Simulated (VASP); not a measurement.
Wanted: the native input for a VASP 6.6.1 run.

| Property | Result |
| --- | --- |
| Task | single point |
| Functional | PBEsol |
| Potentials or basis | VASP PAW PBE potentials, release 64 (Be, Ga_d) |
| Cutoff | 520 eV |
| k mesh | 4 × 3 × 1 |
| Occupations | fermi-dirac, width 0.05 eV |
| Spin | no spin polarisation |
| Dipole correction | no |
| Further INCAR settings | LREAL = Auto; ALGO = Fast; EDIFF = 1e-06; NBANDS = 40 |

The structure of Be18Ga lies in POSCAR:

```
Be18Ga
1.0
    4.5800000000      0.0000000000      0.0000000000
    3.4350000000      5.9495950000      0.0000000000
    0.0000000000      0.0000000000     15.5884300000
Be Ga
18 1
Direct
    0.0000000000      0.0000000000      0.0641500780
    0.5000000000      0.0000000000      0.0641500780
    0.0000000420      0.3333332773      0.0641500780
    0.5000000420      0.3333332773      0.0641500780
   -0.0000000420      0.6666667227      0.0641500780
    0.4999999580      0.6666667227      0.0641500780
   -0.1705275608      0.2232000666      0.1809675509
    0.3362593365      0.2239910448      0.1811304281
   -0.1689416136      0.5596875081      0.1827380949
    0.3325911959      0.5553899047      0.1830825170
   -0.1659855148      0.8874325059      0.1805469826
    0.3317166494      0.8906302026      0.1797284268
   -0.0053675761     -0.0016199422      0.2933036233
    0.5022811584     -0.0022298997      0.2959121605
   -0.0016830807      0.3324895224      0.2974114776
    0.4993489627      0.3312677586      0.3012858254
   -0.0007359739      0.6661638313      0.3008996416
    0.4952579645      0.6691576485      0.3008784079
    0.1697919713      1.0614159451      0.4348938283
```

The cell was built by a generator and needn't be a form met in nature.

These files were run (other wordings do the same):

INCAR

```
PREC     = Accurate       # precision mode
ENCUT    = 520            # plane-wave cutoff, eV
EDIFF    = 1E-6           # SCF threshold, eV
ISMEAR   = -1             # smearing method
SIGMA    = 0.05           # smearing width, eV
LREAL    = Auto         
LASPH    = True           # aspherical terms in the spheres
NELM     = 100            # most SCF steps
ALGO     = Fast           # electronic algorithm
ISIF     = 2              # what is computed and relaxed
LWAVE    = False          # write WAVECAR
LCHARG   = False          # write CHGCAR
GGA      = PS             # functional
NBANDS   = 40             # bands
```

KPOINTS

```
regular mesh
0
Gamma
  4 3 1
```

Potentials or basis: VASP PAW PBE potentials, release 64 (Be, Ga_d).

Command:

```sh
$ cat potpaw_PBE.64/Be/POTCAR potpaw_PBE.64/Ga_d/POTCAR > POTCAR
$ mpirun -np 1 vasp_std > vasp.out
```

Results of the run:

```yaml
Largest_force: 0.155 eV/Å
Band_gap_on_the_k_mesh: none (metal or under the smearing width)
```

Caveat: the k mesh is coarse (spacing up to 0.40 Å⁻¹), so the values aren't converged; the PAW data sets were made with another functional, which shifts forces and pressure a little.

It took 2.2 min on 1 thread of Intel(R) Xeon(R) 6975P-C (Granite Rapids), on a shared host, peak memory 0.52 GiB.
